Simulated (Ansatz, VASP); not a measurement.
**BiB: VASP beside Ansatz**

One calculation is typed for both programs; each brings its own data sets. How far apart do they land? The cell is generated by rule, not measured, and may not be a known phase. The cell is taken from a series of runs on this material, whose earlier steps may have relaxed, scaled, displaced or heated it; both programs get it as it stands.

Program: Ansatz 0.2.0. Level of theory: plane waves, with VASP 6.6.1 beside it; zone-centre phonons at PBEsol. Results are calculated unless marked as measured.

The structure was built from a prototype and need not be the compound's stable phase.

## (1) The starting structure

The structure is hexagonal, space group P6_3/mmc (No. 194). Conventional cell: a = 3.707 Å, b = 3.707 Å, c = 6.075 Å, α = 90.00°, β = 90.00°, γ = 120.00°. Nearest to B lie 6 Bi at 2.62 Å. Nearest to Bi lie 6 B at 2.62 Å. Farther neighbours are not listed.

## (2) Ansatz: zone-centre phonons, PBEsol

Ansatz runs on its default PAW (the set named soft_2) files.

Second derivatives magnify differences that forces hide, and they need a tight electronic threshold.

input.yaml reads:

```yaml
crystal:
  lattice:
    - [3.7066876533, -3.0001e-06, 0.0]
    - [-1.8533412285, 3.2100871717, 0.0]
    - [0.0, 0.0, 6.0745969964]
  atoms:
    - { symbol: B, position: [0.0, 0.0, 0.0] }
    - { symbol: B, position: [0.0, 0.0, 0.5] }
    - { symbol: Bi, position: [0.3333333333, 0.6666666667, 0.25] }
    - { symbol: Bi, position: [0.6666666667, 0.3333333333, 0.75] }
kpoints:
  mp_grid: { grid: [12, 12, 6] }
hamiltonian:
  xc: pbesol
scf:
  occupations: { method: methfessel_paxton, width: 0.15 }
output:
  eigenvalues: true
phonons:
  method: dfpt
  qmesh: [2, 2, 1]
  temperatures: { t_max: 1000, t_step: 50 }
  qpath:
    path:
      - [[0.0, 0.0, 0.0], [0.5, 0.0, 0.0], [0.33333333, 0.33333333, 0.0], [0.0, 0.0, 0.0], [0.0, 0.0, 0.5], [0.5, 0.0, 0.5], [0.33333333, 0.33333333, 0.5], [0.0, 0.0, 0.5]]
      - [[0.5, 0.0, 0.5], [0.5, 0.0, 0.0]]
      - [[0.33333333, 0.33333333, 0.5], [0.33333333, 0.33333333, 0.0]]
    npoints: 10
```

The run is started by

```
$ ansatz run input.yaml --threads 4 --pin off --max-ram 7168MiB --backend cpu --events-out ev --progress --plain --runs-dir out
```

Numbers of over 12 decimals in the logs are rounded to 6 here.

What it wrote:

```text
Engine: ansatz 0.2.0, aarch64-unknown-linux-gnu
Pseudopotentials: kind: paw
Pseudopotential: B, paw, valence charge 3, recommended cutoff 420 eV (normal), B.paw.azcp
Pseudopotential: Bi, paw, valence charge 15, recommended cutoff 420 eV (normal), Bi.paw.azcp
Functional definition: PBEsol
  exchange = pbesol_x
  correlation = pbesol_c
Crystal: 4 atoms, lattice volume = 72.280 Å³
Basis set: ecut = 420 eV, 1389 PW (Γ), exchange–correlation on 50×50×96 points (8 copies of the dense FFT grid, shifted against one another)
Bands: 22, of which v1, the nominal top of the filled ones, is band 18 counted from 1 (17 counted from 0)
Symmetry: 24 space group operations
k-points: 76 of 864
Non-local potential: B, projectors of the file, l = 0: 2, l = 1: 2, l = 2: 1
Non-local potential: Bi, projectors of the file, l = 0: 2, l = 1: 2, l = 2: 2, l = 3: 2
PAW form: soft (Blöchl's): semilocal exchange-correlation on the pseudo side does not see the compensation charge
PAW frozen core: B, regenerated for the run's functional, and the local potential with it (the file was generated under x = pbe(κ = 0.804, μ = 0.219515), c = pbe(β = 0.066725))
PAW frozen core: Bi, regenerated for the run's functional, and the local potential with it (the file was generated under x = pbe(κ = 0.804, μ = 0.219515), c = pbe(β = 0.066725))
PAW one-centre angular grid: B, 110 points (default); XC on 64 Gauss nodes
PAW one-centre angular grid: Bi, 590 points (default); XC on 64 Gauss nodes
Initial density: superposition of atomic densities (neutral atoms: chi_scale 0, normalization atom), corrected by the library's trained network
Initial wavefunctions: pseudopotential atomic-orbital guess
Functional: x = pbesol(κ = 0.804, μ = 0.123457), c = pbesol(β = 0.046)
SCF iter   1: F=—  HF=-24784.469082 eV  |F-HF|=—  |Δ(HF+E_count)|=         —  Δρ=4.82e-3  dr2=2.16e-2  ethr=1.77e-3  ⟨swp⟩=5.3  Hψ=7615  notcnv=0
preconditioner: auto → Kerker (q_TF=auto, 2.429 Å⁻¹)  [metal: Δε(μ)=0.029 eV  Ē_g=17.464 eV  σ=0.150 eV  W_gap=0.16  n_scr=22 (ndim 8)  ℏωp=26.2 eV  f_vac=0.000  D(μ)=2.41/eV (n_scr^D=22)]
SCF iter   2: F=—  HF=-24784.463023 eV  |F-HF|=—  |Δ(HF+E_count)|=   6.06e-3  S|Δr|=    0.00e0  Δρ=2.57e-3  dr2=5.69e-3  ethr=6.00e-5  ⟨swp⟩=1.0  Hψ=2283  notcnv=0
SCF iter   3: F=—  HF=-24784.461445 eV  |F-HF|=—  |Δ(HF+E_count)|=   1.58e-3  S|Δr|=    0.00e0  Δρ=4.59e-4  dr2=1.55e-4  ethr=1.58e-5  ⟨swp⟩=2.0  Hψ=2144  notcnv=0
SCF iter   4: F=—  HF=-24784.461410 eV  |F-HF|=—  |Δ(HF+E_count)|=   3.49e-5  S|Δr|=    0.00e0  Δρ=1.75e-4  dr2=2.73e-5  ethr=4.32e-7  ⟨swp⟩=3.0  Hψ=3261  notcnv=0
SCF iter   5: F=—  HF=-24784.461394 eV  |F-HF|=—  |Δ(HF+E_count)|=   1.57e-5  S|Δr|=    0.00e0  Δρ=4.80e-5  dr2=1.44e-6  ethr=7.59e-8  ⟨swp⟩=2.1  Hψ=2313  notcnv=0
SCF iter   6: F=—  HF=-24784.461413 eV  |F-HF|=—  |Δ(HF+E_count)|=   1.90e-5  S|Δr|=    0.00e0  Δρ=9.26e-6  dr2=6.41e-8  ethr=3.99e-9  ⟨swp⟩=2.1  Hψ=2891  notcnv=0
SCF iter   7: F=—  HF=-24784.461413 eV  |F-HF|=—  |Δ(HF+E_count)|=   1.34e-8  S|Δr|=    0.00e0  Δρ=2.38e-6  dr2=3.89e-9  ethr=1.78e-10  ⟨swp⟩=2.1  Hψ=2071  notcnv=0
SCF iter   8: F=—  HF=-24784.461413 eV  |F-HF|=—  |Δ(HF+E_count)|=  5.93e-10  S|Δr|=    0.00e0  Δρ=4.42e-7  dr2=1.39e-10  ethr=1.08e-11  ⟨swp⟩=2.3  Hψ=2496  notcnv=0
SCF iter   9: F=-24784.461413 eV  HF=-24784.461413 eV  |F-HF|=7.28e-12  |Δ(HF+E_count)|=  1.82e-11  S|Δr|=    0.00e0  Δρ=1.13e-7  dr2=6.55e-12  ethr=1.00e-12  ⟨swp⟩=6.6  Hψ=8492  notcnv=0
SCF 1 converged in 9 iterations: F = -24784.461413 eV  dr2 = 6.55e-12
  greatest PAW one-centre occupation: 0.988 electrons in one spin orbital (limit 2), on the Bi atom at site 3 (counted from 0), in its partial waves of l = 2
phonons: the bands overlap, so this run is a metal and interpolates without the dipole-dipole term. If the crystal is really an insulator or semiconductor, its LO-TO splitting is missing
NSCF: frozen V_eff on 76 k-points
WARN: eigensolver did not converge in 10 slots of this pass, the one above among them; of largest residual over every band (k=26): 1 band(s) unlocked (lowest unlocked band 21, counted from 0; max residual 8.40e-3 eV among the unlocked bands, 8.40e-3 eV over every band); of lowest unlocked band (k=8): band 21
NSCF: frozen V_eff on 436 k-points
DFPT response loops at q = (0, 0, 0) (fractional): preconditioner auto → Kerker (q_TF=auto, 2.429 Å⁻¹) (partly filled bands, converged f_vac=0.000); β = 1.00, the filter's whole step (`scf.mixing.beta` (0.50) is not read by the response loops under this deck's `scf.mixing.preconditioner`; to damp them name `kerker` or `kerker_dos`, under which they read `scf.mixing.beta`, and type it under 1.00, their step now; both keys bind the ground state too); Broyden in place of MSR1
NSCF: frozen V_eff on 872 k-points
DFPT response loops at q = (0, -0.5, 0) (fractional): mixed as the last ones told, above
SCF converged after 9 iterations
Stability not checked: this state was not tested for a lower state beside it, because cold or Methfessel-Paxton smearing, or corrected tetrahedra, fill the levels in a way that the test cannot read (fill_not_monotonic; see scf.lower_state_search)
Free energy (F): -24784.461413 eV
Harris-Foulkes:  -24784.461413 eV  (|F-HF|=7.28e-12)
Internal energy: -24784.458478 eV  (E = F + TS)
E sigma→0 (E₀):  -24784.460679 eV
Entropy (-TS):   -0.002936 eV (-0.734 meV/atom)
Fermi energy:    12.311273 eV
--- Per-component energies (eV) ---
  E_band       = -107.411806
  E_kinetic    = 689.581405
  E_local      = -2758.424835  (includes V_loc(G=0)·N_el)
  E_nonlocal   = 1153.295427
  E_hartree    = 875.216084
  E_xc         = -360.988472
  E_vxc        = -360.178369  (∫ρ·V_xc dr)
  E_paw        = -21171.587211  (= ΣΔE_a)
  E_vpaw       = -582.116772  (= ΣTr[D̂ρ^β])
  E_aug_tail   = -0.000918  (compensation charges beyond the density's cutoff)
  E_ewald      = -3211.758884
  E_core_change = 0.208926  (= ΣΔE_core)
  E_smearing   = -0.002936  (= −TS)
  E_closure    = -0.000000  (closes the sum)
  Σ components = -24784.461413   (vs F -24784.461413, Δ=0.00e0)
--- Band table (eV; the first three rows and the last of 76) ---
  k-point 0: bands = [... 14 lower, 11.7944, 11.7944, 12.6824, 13.7433, 13.7433, 13.9934, 13.9934, 14.2670]
  k-point 1: bands = [... 14 lower, 11.8574, 11.8574, 12.8942, 13.2672, 13.2672, 14.1394, 14.5415, 14.5415]
  k-point 2: bands = [... 14 lower, 12.0449, 12.0449, 12.7639, 12.7639, 13.1717, 13.8350, 15.2718, 15.2718]
  k-point 75: bands = [... 14 lower, 6.7665, 6.7665, 11.7017, 11.7017, 13.3269, 13.3269, 13.9594, 13.9594]
--- Phonons (Γ-DFPT): 4 representative perturbations + reference (Σ response iterations 12) ---
  ASR residual: 1.398e-4 → 0.000e0 eV/Å²; symmetrization residual: 1.690e-6 eV/Å²
  ASR residual per site (eV/Å²): 1.58e-5 1.58e-5 1.40e-4 1.40e-4
  Γ frequencies (cm⁻¹): 0.00 0.00 0.00 75.10 75.10 87.54 114.21 191.67 191.67 267.14 267.14 305.27
--- Phonons (arbitrary-q DFPT): 2 irreducible q on the 2×2×1 mesh ---
  q = [0.0000, 0.0000, 0.0000] (star 1, of the zone-centre solve; hermiticity 5.68e-7, symmetrization 1.02e-7): -0.00 -0.00 0.00 75.10 75.10 87.54 114.21 191.67 191.67 267.14 267.14 305.27
  q = [0.0000, -0.5000, 0.0000] (star 3, 6 solved perturbations in 1878 linear systems a pass and spin channel, the states on 436 of 864 k-point pairs; hermiticity 1.09e-7, symmetrization 4.95e-8): 65.02 68.11 69.63 75.18 75.22 115.10 170.70 249.56 250.44 272.22 309.08 365.21
  sum rule: each row above includes the acoustic sum rule's correction from the zone centre's row sums; it moved no ω² by more than (0.63 cm⁻¹)²
  mesh force constants: q→R imaginary residual 1.22e-17; ASR residual 1.398e-4 → 0.000e0 eV/Å²; symmetrization residual 4.441e-15 eV/Å²
  interpolated dispersion: 93 rows × 12 modes
  density of states and harmonic sums: on the 20×20×10 q-mesh, interpolated from the force constants of a 2×2×1 supercell (no non-analytic term)
  largest difference from the sums on the solved wave vectors: F 1.64e-1 eV, S 2.28e-4 and C_V 6.46e-5 eV/K
  zero-point energy: 0.124568 eV/cell   skipped modes (ω ≤ 0): 3   left out of the sums: 6.25e-5 of the cell's modes: C_V's classical limit lies that fraction below 3 k_B per atom; for a crystal, a wire or a layer, F and S can be off by more, and a phonons.interpolated_qmesh denser along its periods is the remedy for the sampling
```

In the SCF lines HF is the Harris–Foulkes energy and dr2 the Hartree energy of the density residual, in eV; the loop may stop once dr2 is under the threshold and the program's other checks hold. Hψ counts applications of the Hamiltonian.

[end of part 1 of 2]

[Lines on the potential files, build, host, timing and source positions are cut from VASP's logs without a mark.]

[Logs are printed without paths, hosts, clocks, repeated set-up lines and the standing remarks that a program may print on its own settings, such as how far it seeks lower states.]

[Hosts, paths, dates, database ids (printed as entryN), source tags and the programs' standing remarks are cut or masked in the printed files.]
